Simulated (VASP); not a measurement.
Data:

```xyz
3
Lattice="-1.6050 1.6050 3.9250 1.6050 -1.6050 3.9250 1.6050 1.6050 -3.9250" Properties=species:S:1:pos:R:3 pbc="T T T"
Si     0.0000     0.0000     5.2203
Si     0.0000     0.0000     2.6298
Mo     0.0000     0.0000     0.0000
```

These are PBE GGA + U (Dudarev), VASP's PBE PAW potentials (set 64) (plane waves; VASP) values and carry that method's errors. Numerical set-up: 400 eV cut-off, 12×12×12 Γ-centred mesh, first-order Methfessel-Paxton smearing of 0.10 eV, potentials Si Mo_sv, U − J: Mo 2.00 eV.

Q: Estimate the energy per atom (σ→0), pressure, largest force, band gap (on the k-mesh) with the smallest direct gap where there is one.

A: 
```yaml
band gap (on the k-mesh): none (metal, semimetal or under 0.01 eV)
energy per atom (σ→0): -6955 meV/atom
pressure: 2.44 GPa
largest_force: 0.00279 Ry/bohr
```

The absolute energy has meaning only against runs of the same code, potentials and settings.

The compound is MoSi2 in the MoSi2 type structure. The cell was not relaxed at this level. The run is one of a series of settings (LDAU = .TRUE., LDAUJ = 0 0, LDAUL = -1 2, LDAUTYPE = 2, LDAUU = 0 2.0 against the base run), some of them coarse on purpose.
